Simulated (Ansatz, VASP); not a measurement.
## Equation of state of TiOs3 under PBE

Symmetry: Pm-3m, No. 221, cubic system. The conventional cell has a = 3.888 Å, b = 3.888 Å, c = 3.888 Å, α = 90.00°, β = 90.00°, γ = 90.00°. Os (site symmetry 4/mmm) is surrounded by 8 Os at 2.75 Å and 4 Ti at 2.75 Å. Around Ti (site symmetry m-3m) lie 12 Os at 2.75 Å.

The cell comes from a database or a generator and needn't be the stable form of this composition.

The cell was scaled at fixed shape and fractions and run with Ansatz, Ansatz PAW, cutoff 420 eV; PBE, k mesh 7 × 7 × 7 on the cell of 4 atoms, fermi-dirac occupations of 0.05 eV, no spin polarisation, no spin-orbit coupling. Energies are those that the program minimises, any entropy of the smearing included. For a metal such a mesh isn't converged to the digits shown.

```tsv
V (Å³/atom)	energy over the lowest row (meV/atom)
13.8088	48.97
14.1027	19.39
14.3965	?
14.6903	0.00
14.9841	7.44
15.2779	24.72
15.5717	50.77
```

Q: Fit the third-order Birch-Murnaghan form, give V0, B0 and B′, and predict the energy left open.

A: With y = (V0/V)^(2/3), E = E0 + (9 V0 B0/16) [(y - 1)³ B′ + (y - 1)² (6 - 4y)]. Least squares through the rows shown give V0 = 14.6334 Å³/atom, E0 = -0.20 meV, B0 = 304.6 GPa (1 eV/Å³ = 160.218 GPa) and B′ = 4.55, with a largest miss of 0.01 meV. At V = 14.3965 the form with these constants gives 3.56 meV; the run gave 3.56 meV an atom. Other set-ups at this level, from all their volumes (Å³/atom, GPa): VASP, PBE PAW files Os, Ti_sv, 520 eV: V0 14.631, B0 308.9.
